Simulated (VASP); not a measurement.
# 1T-PtS2 monolayer and its bilayer, part 2 of 2

Aim: relax 1T-PtS2 monolayer, place its levels against the vacuum, then find how two sheets stack and bind.

VASP 6.6.1, plane waves and PAW; the level of theory is named at each step.

So far. Step 12 (A rigid stacking): Energy at zero smearing: -32.84068 eV.

## 13. Relaxing the bilayer

The lowest stacking relaxes at the monolayer's lattice.

INCAR reads:

```
SYSTEM = PtS2
PREC = Normal
ENCUT = 350
EDIFF = 1E-06
NELM = 120
ISMEAR = 0
SIGMA = 0.03
LREAL = .FALSE.
ALGO = Fast
GGA = PE
IVDW = 12
NBANDS = 28
LASPH = .TRUE.
LORBIT = 11
LWAVE = .FALSE.
LCHARG = .FALSE.
KPAR = 4
IBRION = 2
NSW = 50
ISIF = 2
EDIFFG = -0.015
POTIM = 0.4
MAXMIX = 40
IDIPOL = 3
LDIPOL = .TRUE.
DIPOL = 0.5 0.5 0.5
```

POSCAR reads:

```
PtS2
1.0
    3.5331162050      0.0000000000      0.0000000000
   -1.7665581025      3.0597683881      0.0000000000
    0.0000000000      0.0000000000     25.0736071528
Pt S
2 4
Direct
    0.0000000000      0.0000000000      0.3885919500
    0.3333333300      0.6666666700      0.6114080500
    0.3333333300      0.6666666700      0.3390018800
    0.6666666700      0.3333333300      0.4381820100
    0.0000000000      1.0000000000      0.5618179900
    0.6666666700      0.3333333300      0.6609981200
```

KPOINTS reads:

```
Automatic mesh
0
Gamma
12 12 1
0 0 0
```

Potentials, in the order of the species: Pt and S (PBE family, release 64).

The run is started by

```bash
$ mpirun -np 4 vasp_std
```

Wall time 5.5 min (4 MPI ranks of AMD EPYC 7R43, shared host); peak memory 0.82 GiB.

The run keeps the 6 symmetry operations of its start, so it cannot find a distortion of lower symmetry.

Step by step:

| step | energy less that of the first step (eV) | largest force (eV/Å) |
| --- | --- | --- |
| 1 | 0.0000 | 0.1141 |
| 2 | -0.0007 | 0.0546 |
| 3 | -0.0009 | 0.0796 |
| 4 | -0.0014 | 0.0799 |
| 5 | -0.0030 | 0.0863 |
| 6 | -0.0056 | 0.1158 |
| 7 | -0.0093 | 0.1775 |
| 8 | -0.0099 | 0.3233 |
| 9 | -0.0107 | 0.2507 |
| 10 | -0.0112 | 0.2490 |
| 11 | -0.0124 | 0.2476 |
| 12 | -0.0149 | 0.2424 |
| 13 | -0.0193 | 0.2287 |
| 14 | -0.0261 | 0.2049 |
| 15 | -0.0295 | 0.1566 |
| 16 | -0.0301 | 0.1738 |
| 17 | -0.0325 | 0.0940 |
| 18 | -0.0334 | 0.0420 |
| 19 | -0.0334 | 0.0490 |
| 20 | -0.0335 | 0.0102 |

The atoms that moved most (Å):

| atom | dx | dy | dz | length |
| --- | --- | --- | --- | --- |
| Pt2 | 0.000 | 0.000 | -0.212 | 0.212 |
| Pt1 | 0.000 | 0.000 | 0.210 | 0.210 |
| S6 | 0.000 | 0.000 | -0.208 | 0.208 |
| S3 | 0.000 | 0.000 | 0.207 | 0.207 |
| S4 | 0.000 | 0.000 | 0.203 | 0.203 |
| S5 | 0.000 | 0.000 | -0.200 | 0.200 |

Final coordinates:

```xyz
6
Lattice="3.5331 0.0000 0.0000 -1.7666 3.0598 0.0000 0.0000 0.0000 25.0736" Properties=species:S:1:pos:R:3
Pt    0.0000    0.0000    9.9533
Pt    0.0000    2.0398   15.1178
S     0.0000    2.0398    8.7067
S     1.7666    1.0199   11.1902
S    -1.7666    3.0598   13.8870
S     1.7666    1.0199   16.3659
```

This step gave:

- electronic cycles: 217
- free energy (TOTEN): -32.87 eV
- Fermi energy: -0.6306 eV
- dipole moment: 0, 0, 0.007243 e·Å
- gap on the k-mesh: 1.054 eV
- least direct gap on the k-mesh: 1.497 eV

The run ended after 20 ionic steps, 0.033 eV below its first step, once the forces on the free atoms met EDIFFG = -0.015.

## 14. Levels and bands of the bilayer

The same static run as for one sheet shows what the neighbour does to the levels.

INCAR: that of step 13 with these lines changed.

```diff
@@ -17,8 +17,2 @@
 KPAR = 4
-IBRION = 2
-NSW = 50
-ISIF = 2
-EDIFFG = -0.015
-POTIM = 0.4
-MAXMIX = 40
 IDIPOL = 3
@@ -26 +20,4 @@
 DIPOL = 0.5 0.5 0.5
+LVHAR = .TRUE.
+LVACPOTAV = .TRUE.
+NEDOS = 1500
```

POSCAR reads:

```
PtS2
1.0
    3.5331162050      0.0000000000      0.0000000000
   -1.7665581025      3.0597683881      0.0000000000
    0.0000000000      0.0000000000     25.0736071528
Pt S
2 4
Direct
    0.0000000000      0.0000000000      0.3969613462
    0.3333333300      0.6666666700      0.6029350900
    0.3333333300      0.6666666700      0.3472457910
    0.6666666700      0.3333333300      0.4462927681
    0.0000000000      0.0000000000      0.5538497630
    0.6666666700      0.3333333300      0.6527152416
```

KPOINTS is that of step 13.

KPOINTS_OPT reads:

```
Line mode
14
Line-mode
Reciprocal
  0.00000000   0.00000000   0.00000000 GAMMA
  0.50000000   0.00000000   0.00000000 M

  0.50000000   0.00000000   0.00000000 M
  0.33333333   0.33333333   0.00000000 K

  0.33333333   0.33333333   0.00000000 K
  0.00000000   0.00000000   0.00000000 GAMMA
```

The run is started by

```bash
$ mpirun -np 4 vasp_std
```

Elapsed: 50 s, on 4 MPI ranks; peak memory 0.96 GiB; 3.2 min of CPU time.

This step gave:

```yaml
electronic_cycles: 18
fermi_energy: -0.652 eV
least_gap_on_mesh_and_path: 1.054 eV
least_direct_gap_on_mesh_and_path: 1.427 eV
dipole_moment: 0, 0, 0.007412 e·Å
vacuum_levels: 5.007, 4.884 eV
ionisation_potentials_of_the_upper_and_lower_face: 5.792, 5.669 eV
electron_affinities_of_the_upper_and_lower_face: 4.738, 4.615 eV
```

Electronic bands along the path, in eV, zero at the valence-band top; v1 is the highest filled band, c1 the lowest empty one:

| point | v4 | v3 | v2 | v1 | c1 | c2 | c3 | c4 |
| --- | --- | --- | --- | --- | --- | --- | --- | --- |
| Γ | -0.96 | -0.79 | -0.79 | -0.39 | 2.51 | 2.51 | 2.74 | 2.74 |
| 0.46 of the way | -1.02 | -0.83 | -0.82 | -0.36 | 1.08 | 1.61 | 2.04 | 2.34 |
| M | -2.40 | -2.25 | -2.22 | -1.87 | 2.19 | 2.20 | 2.37 | 2.59 |
| 0.46 of the way | -1.87 | -1.72 | -1.47 | -1.31 | 1.61 | 1.74 | 2.15 | 2.25 |
| K | -1.51 | -1.38 | -1.22 | -1.20 | 1.29 | 1.49 | 1.60 | 1.96 |
| 0.46 of the way | -1.41 | -1.13 | -0.75 | -0.47 | 1.26 | 1.44 | 1.71 | 2.09 |
| Γ | -0.96 | -0.79 | -0.79 | -0.39 | 2.51 | 2.51 | 2.74 | 2.74 |

Of the projections kept (Pt, S), the largest for each band there; the rest of the weight can lie on other orbitals:

| point | v4 | v3 | v2 | v1 | c1 | c2 | c3 | c4 |
| --- | --- | --- | --- | --- | --- | --- | --- | --- |
| Γ | S 0.90 | S 0.90 | S 0.90 | S 0.85 | S 0.58 | S 0.58 | S 0.58 | S 0.58 |
| M | Pt 0.80 | Pt 0.84 | S 0.75 | S 0.83 | Pt 0.55 | S 0.54 | Pt 0.53 | S 0.56 |
| K | Pt 0.74 | Pt 0.70 | Pt 0.69 | Pt 0.68 | Pt 0.58 | Pt 0.54 | Pt 0.54 | S 0.51 |
| Γ | S 0.90 | S 0.90 | S 0.90 | S 0.85 | S 0.58 | S 0.58 | S 0.58 | S 0.58 |

The planar average of the electrostatic potential oscillates, so the rows of the table below give means over windows of 1 Å about each position, cut where the curve ends. Its maxima inside the range that stand out by 2 % of the span (Å: eV): 9.3: -10.0, 10.6: -10.3, 12.5: 4.29, 14.5: -10.3, 15.8: -9.88. Its minima: 8.8: -11.7, 9.9: -13.2, 11.1: -11.7, 14.0: -11.6, 15.1: -13.1, 16.3: -11.6.

Zero at the Fermi level. Table of planar average of the electrostatic potential by height; means over each step:

height (Å), planar average of the electrostatic potential (eV) and a bar from the least value:
```
        0        5.6 ##############################
        1        5.5 ##############################
        2        5.5 ##############################
        3        5.5 ##############################
        4        5.5 ##############################
        5        5.5 ##############################
        6        5.5 ##############################
        7        5.2 #############################
        8       -0.8 ###################
        9      -10.7 ##
       10      -12.1 
       11      -10.7 ##
       12        0.5 #####################
       13        1.4 #######################
       14      -10.4 ###
       15      -12.0 
       16      -10.7 ##
       17       -1.7 ##################
       18        5.3 #############################
       19        5.6 ##############################
       20        5.7 ##############################
       21        5.7 ##############################
       22        5.7 ##############################
       23        5.7 ##############################
       24        5.7 ##############################
```

Density of states in the PAW spheres, an atom over height of the layer and energy from the Fermi level.

Ten even steps from '_' (0.00 states/eV) to '@' (3.51 states/eV), each cell a mean:
```
____________
____________
____________
....__..::..
::--::..--..
..::....--..
..--....--..
__::____::__
__##__..@@..
__++____::__
__..____..__
__==____==__
..++....++..
..==____==..
__::____::__
..--....--..
..**....##..
..++....==__
__::____::__
____________
____________
____________
```
Columns: height of the layer (Å) from 8.7 to 16.4 (not evenly spaced); rows upwards: energy from the Fermi level (eV) from -7.9 to 0.5.

The map of layer states is cut here 0.5 eV above the Fermi level, so it leaves out the states above that.

The vacuum level lies 5.79 eV above the highest filled level at the upper face; the two faces differ by 0.12 eV, the step that the slab's dipole of 0.007 e·Å makes.

The program found no field-free point at its default tolerance, but its printed level agrees with the flat part of the planar average.

## 15. Derived quantities

This step: monolayer and bilayer, PBE + D3(BJ); plane waves and PAW (VASP 6.6.1).

Derived from the runs above.

This step gave:

* polarisability per area of the slab or monolayer: 0.3548 Å
* gap with spin orbit: 1.770 eV
* binding energy: -29.18 meV/Å²
* interlayer gap: 2.697 Å
* bilayer gap: 1.054 eV
* bilayer level below vacuum: 5.792 eV
* lattice a: 3.533 Å
* lattice b: 3.533 Å
* thickness: 2.487 Å
* monolayer gap: 1.820 eV
* ionisation potential at the upper face: 6.337 eV

VASP counts both for electrons: a positive EFIELD is a field along -c, and a positive dipole, in electrons times A, points along -c. Field, by row:

| EFIELD (eV/Å) | dipole along z of the monolayer (e Å) | energy change of the monolayer (eV) |
| --- | --- | --- |
| -0.1 | -0.02664 | -0.001334 |
| 0 | 0 | 0 |
| 0.1 | 0.02663 | -0.001335 |

Rigid sheets, 3.1 Å apart. Stackings, by row:

| stacking | energy above the lowest (meV/Å²) |
| --- | --- |
| turned by 180 degrees, shift 0.33 0.67 | 0 |
| same orientation, shift 0.00 0.00 | 0.005872 |
| same orientation, shift 0.67 0.33 | 1.111 |
| same orientation, shift 0.33 0.67 | 13.77 |
| turned by 180 degrees, shift 0.00 0.00 | 15.25 |

The polarisability is the slope of the dipole against the field, as a volume for each unit of area.

## 16. Summary of results

```json
{
 "lattice a": "3.53 Å",
 "monolayer gap": "1.82 eV",
 "gap with spin orbit": "1.77 eV",
 "binding energy": "-29.2 meV/Å²",
 "interlayer gap": "2.70 Å",
 "bilayer gap": "1.05 eV",
 "polarisability per area of the slab or monolayer": "0.355 Å"
}
```

What this shows: The monolayer relaxes to a = 3.533 Å and has a gap of 1.82 eV (1.77 eV with spin-orbit coupling). The ionisation potential is 6.34 eV at both faces. Of 5 rigid stackings the lowest has the upper sheet turned by 180 degrees and shifted by (0.33, 0.67) in cell vectors, and the highest lies 15.2 meV/Å² above it. Relaxed, the sheets lie 2.70 Å apart and bind by 29.2 meV/Å². The next stacking lies close, and only the lowest was relaxed, so the order could change. The second sheet narrows the gap, to 1.05 eV. All runs are without spin polarisation. The bilayer keeps the monolayer's lattice, and only high-symmetry stackings were tried. Semilocal gaps are too small. Levels against the vacuum, binding and the bilayer's gap are without spin-orbit coupling.

[Lines on the potential files, build, host, timing and source positions are cut from VASP's logs without a mark.]

[Logs are printed without paths, hosts, clocks, repeated set-up lines and the standing remarks that a program may print on its own settings, such as how far it seeks lower states.]

[Hosts, paths, dates, database ids (printed as entryN), source tags and the programs' standing remarks are cut or masked in the printed files.]

[Runs that stopped without an error message from VASP are left out.]
